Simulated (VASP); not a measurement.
Input:

```
ZrGe2
1.0
    1.87834    -7.40759     0.00000
    1.87834     7.40759     0.00000
    0.00000     0.00000     3.73894
Zr Ge
2 4
Direct
  0.10470   0.89530   0.25000
  0.89530   0.10470   0.75000
  0.44068   0.55932   0.25000
  0.55932   0.44068   0.75000
  0.25011   0.74989   0.75000
  0.74989   0.25011   0.25000
```

Level of theory: LDA (Ceperley-Alder, Perdew-Zunger), VASP's LDA PAW potentials (set 64) (plane waves; VASP). Settings: 400 eV cut-off, Gaussian smearing of 0.050 eV, potentials Zr_sv Ge_d.

What does the run give for the band gap (along the path) with the smallest direct gap where there is one?

```json
{
  "band gap (along the path)": "none (metal, semimetal or under 0.01 eV)"
}
```

The absolute energy has meaning only against runs of the same code, potentials and settings.

The structure comes from a computed database's ZrGe2 entry (Cmcm); how it stands against other phases isn't given here. It was relaxed first, which changed the volume by -5 %.
